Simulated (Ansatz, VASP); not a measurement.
# Cross-check of Ca3PbO between VASP and Ansatz

Aim: how closely do two programs agree when they are given the same cell, functional and k mesh? The cell is taken from a series of runs on this material, whose earlier steps may have relaxed, scaled, displaced or heated it; both programs get it as it stands.

Method: plane waves, with VASP 6.6.1 beside it; relaxation of cell and atoms at PBEsol, in Ansatz 0.2.0.

### Step 1. The structure

The structure is cubic, space group Pm-3m (No. 221). The conventional cell has a = 4.800 Å, b = 4.800 Å, c = 4.800 Å, α = 90.00°, β = 90.00°, γ = 90.00°. Nearest to Ca lie 2 O at 2.40 Å. Nearest to Pb lie 12 Ca at 3.39 Å. Nearest to O lie 6 Ca at 2.40 Å. Farther neighbours and most contacts between anions are not listed.

### Step 2. Ansatz: relaxation of cell and atoms, PBEsol

Ansatz runs on its PAW soft_1 files.

The relaxed volume is the usual yardstick between codes: in a stiff, nearly cubic crystal its relative difference is about their pressure difference at one cell divided by the bulk modulus.

Contents of input.yaml:

```yaml
crystal:
  lattice:
    - [4.8004345731, 0.0, 0.0]
    - [0.0, 4.8004345731, 0.0]
    - [0.0, 0.0, 4.8004345731]
  atoms:
    - { symbol: Ca, position: [0.0, 0.5, 0.5] }
    - { symbol: Ca, position: [0.5, 0.0, 0.5] }
    - { symbol: Ca, position: [0.5, 0.5, 0.0] }
    - { symbol: Pb, position: [0.0, 0.0, 0.0] }
    - { symbol: O, position: [0.5, 0.5, 0.5] }
kpoints:
  mp_grid: { grid: [8, 8, 8] }
hamiltonian:
  xc: pbesol
  pseudopotentials: { kind: paw, azcp: { folder: soft_1 }, xc_functional: pbe }
scf:
  occupations: { method: methfessel_paxton, width: 0.2 }
output:
  forces: true
  stress: true
  eigenvalues: true
relax:
  adjacent_minimum: "off"
  f_tol: 0.001
  max_steps: 60
  cell: { stress_tol: 0.01 }
```

Launch:

```
> ansatz run input.yaml --threads 4 --pin off --max-ram 10240MiB --backend cpu --events-out ev --progress --plain --runs-dir out
```

Numbers of over 12 decimals in the logs are rounded to 6 here.

Log:

```text
Engine: ansatz 0.2.0, aarch64-unknown-linux-gnu
Pseudopotentials: kind: paw
Pseudopotential: Ca, paw, valence charge 10, recommended cutoff 420 eV (normal), soft_1/Ca.paw.azcp
Pseudopotential: Pb, paw, valence charge 14, recommended cutoff 420 eV (normal), soft_1/Pb.paw.azcp
Pseudopotential: O, paw, valence charge 6, recommended cutoff 420 eV (normal), soft_1/O.paw.azcp
Functional definition: PBEsol
  exchange = pbesol_x
  correlation = pbesol_c
Crystal: 5 atoms, lattice volume = 110.622 Å³
Basis set: ecut = 420 eV, 2109 PW (Γ), exchange–correlation on 72×72×72 points (8 copies of the dense FFT grid, shifted against one another)
Bands: 30, of which v1, the nominal top of the filled ones, is band 25 counted from 1 (24 counted from 0)
Symmetry: 48 space group operations
Space group: Pm-3m (ITA 221), of the structure as read, at distance tolerance 4.8e-5 Å
k-points: 35 of 512
Non-local potential: Ca, projectors of the file, l = 0: 3, l = 1: 2, l = 2: 2
Non-local potential: Pb, projectors of the file, l = 0: 2, l = 1: 2, l = 2: 2, l = 3: 1
Non-local potential: O, projectors of the file, l = 0: 2, l = 1: 2, l = 2: 1
PAW form: soft (Blöchl's): semilocal exchange-correlation on the pseudo side does not see the compensation charge
PAW frozen core: Ca, regenerated for the run's functional, and the local potential with it (the file was generated under x = pbe(κ = 0.804, μ = 0.219515), c = pbe(β = 0.066725))
PAW frozen core: Pb, regenerated for the run's functional, and the local potential with it (the file was generated under x = pbe(κ = 0.804, μ = 0.219515), c = pbe(β = 0.066725))
PAW frozen core: O, regenerated for the run's functional, and the local potential with it (the file was generated under x = pbe(κ = 0.804, μ = 0.219515), c = pbe(β = 0.066725))
PAW one-centre angular grid: Ca, 110 points (default); XC on 64 Gauss nodes
PAW one-centre angular grid: Pb, 590 points (default); XC on 64 Gauss nodes
PAW one-centre angular grid: O, 110 points (default); XC on 64 Gauss nodes
Initial density: superposition of atomic densities (chi_scale 0.1, normalization cell, long waves kept (reshape's long-wave potential 0.00 eV rms))
Initial wavefunctions: pseudopotential atomic-orbital guess
Functional: x = pbesol(κ = 0.804, μ = 0.123457), c = pbesol(β = 0.046)
SCF iter   1: F=—  HF=-17708.275431 eV  |F-HF|=—  |Δ(HF+E_count)|=         —  Δρ=1.10e-1  dr2=1.55e1  ethr=3.10e-3  ⟨swp⟩=8.8  Hψ=5201  notcnv=0
preconditioner: auto → Resta (q_TF=auto, 2.390 Å⁻¹)  ε∞=4.8  [insulator: Δε(μ)=0.171 eV  Ē_g=9.276 eV  σ=0.200 eV  W_gap=0.56  n_scr=26 (ndim 8)  ℏωp=18.0 eV  f_vac=0.000  D(μ)=0.42/eV (n_scr^D=0)  ε∞_Penn≈4.8]
SCF iter   2: F=—  HF=-17705.298879 eV  |F-HF|=—  |Δ(HF+E_count)|=    2.98e0  S|Δr|=    0.00e0  Δρ=5.63e-2  dr2=2.81e0  ethr=3.10e-3  ⟨swp⟩=3.9  Hψ=2807  notcnv=0  defer=16
preconditioner: auto → Kerker (q_TF=auto, 2.390 Å⁻¹)  [metal: Δε(μ)=0.114 eV  Ē_g=16.627 eV  σ=0.200 eV  W_gap=0.44  n_scr=26 (ndim 8)  ℏωp=23.4 eV  f_vac=0.000  D(μ)=0.20/eV (n_scr^D=0)]
SCF iter   3: F=—  HF=-17704.834277 eV  |F-HF|=—  |Δ(HF+E_count)|=   4.65e-1  S|Δr|=    0.00e0  Δρ=1.62e-2  dr2=3.41e-1  ethr=3.10e-3  ⟨swp⟩=2.3  Hψ=1951  notcnv=0  defer=17
SCF iter   4: F=—  HF=-17704.811584 eV  |F-HF|=—  |Δ(HF+E_count)|=   2.27e-2  S|Δr|=    0.00e0  Δρ=5.40e-3  dr2=2.53e-2  ethr=6.82e-4  ⟨swp⟩=2.2  Hψ=1947  notcnv=0  defer=19
SCF iter   5: F=—  HF=-17704.815169 eV  |F-HF|=—  |Δ(HF+E_count)|=   3.58e-3  S|Δr|=    0.00e0  Δρ=1.25e-3  dr2=2.50e-3  ethr=5.06e-5  ⟨swp⟩=2.0  Hψ=1486  notcnv=0  defer=19
SCF iter   6: F=—  HF=-17704.815005 eV  |F-HF|=—  |Δ(HF+E_count)|=   1.64e-4  S|Δr|=    0.00e0  Δρ=3.06e-4  dr2=2.88e-4  ethr=4.99e-6  ⟨swp⟩=2.0  Hψ=1476  notcnv=0  defer=19
SCF iter   7: F=—  HF=-17704.814970 eV  |F-HF|=—  |Δ(HF+E_count)|=   3.48e-5  S|Δr|=    0.00e0  Δρ=8.68e-5  dr2=2.31e-5  ethr=5.75e-7  ⟨swp⟩=2.0  Hψ=1275  notcnv=0  defer=19
SCF iter   8: F=—  HF=-17704.815019 eV  |F-HF|=—  |Δ(HF+E_count)|=   4.92e-5  S|Δr|=    0.00e0  Δρ=5.79e-5  dr2=8.67e-6  ethr=4.63e-8  ⟨swp⟩=3.0  Hψ=1898  notcnv=0  defer=19
SCF iter   9: F=—  HF=-17704.815016 eV  |F-HF|=—  |Δ(HF+E_count)|=   2.45e-6  S|Δr|=    0.00e0  Δρ=1.75e-5  dr2=8.33e-7  ethr=1.73e-8  ⟨swp⟩=2.0  Hψ=1188  notcnv=0  defer=19
SCF iter  10: F=-17704.815016 eV  HF=-17704.815016 eV  |F-HF|=4.13e-9  |Δ(HF+E_count)|=   2.44e-7  S|Δr|=    0.00e0  Δρ=2.55e-6  dr2=8.08e-9  ethr=2.00e-10  ⟨swp⟩=7.4  Hψ=5359  notcnv=0
SCF 1 converged in 10 iterations: F = -17704.815016 eV  dr2 = 8.08e-9
  greatest PAW one-centre occupation: 0.995 electrons in one spin orbital (limit 2), on the Ca atom at site 2 (counted from 0), in its partial waves of l = 0
[...]
eigensolver tolerance schedule calibrated: the retry pair's looser diagonalisation under-reported the residual by θ = 0.59 (0.10/decade); ethr = c·dr2/N_el runs at the constant in force after the calibration composes with the one it found (an armed cap, an earlier calibration), c = 9.5e-2
preconditioner: auto → Kerker (q_TF=auto, 2.391 Å⁻¹)  [metal: Δε(μ)=0.115 eV  Ē_g=16.652 eV  σ=0.200 eV  W_gap=0.46  n_scr=26 (ndim 8)  ℏωp=23.4 eV  f_vac=0.000  D(μ)=0.13/eV (n_scr^D=0)]
SCF iter   2: F=—  HF=-17704.815082 eV  |F-HF|=—  |Δ(HF+E_count)|=   5.54e-5  S|Δr|=    0.00e0  Δρ=3.15e-5  dr2=2.15e-6  ethr=5.65e-9  ⟨swp⟩=2.0  Hψ=1819  notcnv=0
SCF iter   3: F=—  HF=-17704.815081 eV  |F-HF|=—  |Δ(HF+E_count)|=   5.73e-7  S|Δr|=    0.00e0  Δρ=1.09e-5  dr2=1.37e-7  ethr=4.06e-9  ⟨swp⟩=2.1  Hψ=1316  notcnv=0
SCF iter   4: F=—  HF=-17704.815081 eV  |F-HF|=—  |Δ(HF+E_count)|=   1.51e-8  S|Δr|=    0.00e0  Δρ=5.33e-6  dr2=2.91e-8  ethr=2.60e-10  ⟨swp⟩=2.0  Hψ=1504  notcnv=0
SCF iter   5: F=-17704.815081 eV  HF=-17704.815081 eV  |F-HF|=2.15e-10  |Δ(HF+E_count)|=   3.57e-9  S|Δr|=    0.00e0  Δρ=1.07e-6  dr2=1.37e-9  ethr=1.05e-11  ⟨swp⟩=3.3  Hψ=3720  notcnv=0
SCF 2 converged in 5 iterations: F = -17704.815081 eV  dr2 = 1.37e-9
  greatest PAW one-centre occupation: 0.995 electrons in one spin orbital (limit 2), on the Ca atom at site 0 (counted from 0), in its partial waves of l = 0
relax step   2: F+E_penalty+E_count = -17704.81508137 eV  Δ(F+E_penalty+E_count) = -6.515e-5 eV  max|allowed force component| = 8.204e-30 eV/Å  Δτ_max = 0.0000 Å  P = +0.015 GPa  Ω = 110.503 Å³  energy of the carried Pulay correction = +5.330e-5 eV  (5 SCF iters, dr2 threshold 5.54e-9 eV, accepted)
[...]
relax step   3: F+E_penalty+E_count = -17704.81506968 eV  Δ(F+E_penalty+E_count) = +1.168e-5 eV  max|allowed force component| = 8.572e-30 eV/Å  Δτ_max = 0.0000 Å  P = -0.000 GPa  Ω = 110.532 Å³  energy of the carried Pulay correction = +4.022e-5 eV  (5 SCF iters, dr2 threshold 5.86e-10 eV, accepted)
[...]
relax step   4: F+E_penalty+E_count = -17704.81500891 eV  Δ(F+E_penalty+E_count) = +6.078e-5 eV  max|allowed force component| = 7.073e-30 eV/Å  Δτ_max = 0.0000 Å  P = -0.001 GPa  Ω = 110.532 Å³  stress off target by 7.51e-4 GPa  SCF on the basis re-selected at this cell (its energy is not comparable with the rows above)  (6 SCF iters)
basis re-selected at this cell: Δ(F+E_penalty+E_count) = +6.078e-5 eV, ΔP = -0.001 GPa vs the last step (what re-selecting the basis moved, of the pressure what is left beyond the Pulay correction that the steps carried, after the strain that the cell walked since its last selection, with what the two solves' SCF thresholds leave and, on support functions, any second-order correction that the steps lacked; it is no m [...]
SCF converged after 6 iterations
Stability not checked: this state was not tested for a lower state beside it, because cold or Methfessel-Paxton smearing, or corrected tetrahedra, fill the levels in a way that the test cannot read (fill_not_monotonic; see scf.lower_state_search)
Free energy (F): -17704.815009 eV
Harris-Foulkes:  -17704.815009 eV  (|F-HF|=0.00e0)
Internal energy: -17704.815647 eV  (E = F + TS)
E sigma→0 (E₀):  -17704.815168 eV
Entropy (-TS):   0.000638 eV (0.128 meV/atom)
Fermi energy:    10.036681 eV
--- Per-component energies (eV) ---
  E_band       = -401.813520
  E_kinetic    = 1231.364899
  E_local      = -3380.864460  (includes V_loc(G=0)·N_el)
  E_nonlocal   = 633.720529
  E_hartree    = 1179.495968
  E_xc         = -656.153012
  E_vxc        = -705.417838  (∫ρ·V_xc dr)
  E_paw        = -12935.941720  (= ΣΔE_a)
  E_vpaw       = -539.609335  (= ΣTr[D̂ρ^β])
  E_aug_tail   = 0.000747  (compensation charges beyond the density's cutoff)
  E_ewald      = -3776.892439
  E_core_change = 0.453842  (= ΣΔE_core)
  E_smearing   = 0.000638  (= −TS)
  E_closure    = 0.000000  (closes the sum)
  Σ components = -17704.815009   (vs F -17704.815009, Δ=0.00e0)
--- Forces (eV/Å), atoms counted from 1 ---
  atom   1  Ca    -0.00000000    -0.00000000    -0.00000000
  atom   2  Ca    -0.00000000     0.00000000     0.00000000
  atom   3  Ca    -0.00000000    -0.00000000    -0.00000000
  atom   4  Pb    -0.00000000    -0.00000000    -0.00000000
  atom   5  O      0.00000000     0.00000000    -0.00000000
  max |Σ_I F_I| component: 1.43e-29 eV/Å
--- Stress (GPa, compression-positive) ---
       -0.000751       0.000000      -0.000000
        0.000000      -0.000751      -0.000000
       -0.000000      -0.000000      -0.000751
  P = ⅓ Tr σ = -0.0008 GPa (-0.008 kbar)
--- Band table (eV; the first three rows and the last of 35) ---
  k-point 0: bands = [... 21 lower, 5.7959, 9.9957, 9.9957, 10.1472, 10.1472, 10.1472, 10.7205, 10.7205, ... 1 higher]
  k-point 1: bands = [... 21 lower, 5.7798, 8.9261, 9.8262, 9.8262, 10.1108, 10.5935, 10.7646, 11.1455, ... 1 higher]
  k-point 2: bands = [... 21 lower, 5.7418, 7.7877, 9.4476, 9.4476, 10.4332, 10.8837, 11.0072, 11.8271, ... 1 higher]
  k-point 34: bands = [... 21 lower, 4.5702, 8.3617, 8.3617, 8.3617, 11.0549, 11.0549, 11.0549, 12.5903, ... 1 higher]
--- Relaxed structure (3 steps of the walk, 3 accepted, 1 SCFs on fresh bases) ---
  F+E_penalty+E_count = -17704.81500891 eV   max|allowed force component| = 7.073e-30 eV/Å   (the final SCF, on the basis selected at the relaxed cell)
  cell:  # Å, volume = 110.5319 Å³
    - [4.799130, 0, 0]
    - [0, 4.799130, 0.0]
    - [0.0, 0.0, 4.799130]
  atoms:
    - { symbol: Ca, position: [0, 0.5, 0.5] }
    - { symbol: Ca, position: [0.5, 0, 0.5] }
    - { symbol: Ca, position: [0.5, 0.5, 0] }
    - { symbol: Pb, position: [0, 0, 0] }
    - { symbol: O, position: [0.5, 0.5, 0.5] }
```

The column dr2 measures how far the density is from self-consistency, as an energy; F and HF (Harris–Foulkes) agree once it is small.

[end of part 1 of 2]

[Lines on the potential files, build, host, timing and source positions are cut from VASP's logs without a mark.]

[Logs are printed without paths, hosts, clocks, repeated set-up lines and the standing remarks that a program may print on its own settings, such as how far it seeks lower states.]

[Hosts, paths, dates, database ids (printed as entryN), source tags and the programs' standing remarks are cut or masked in the printed files.]
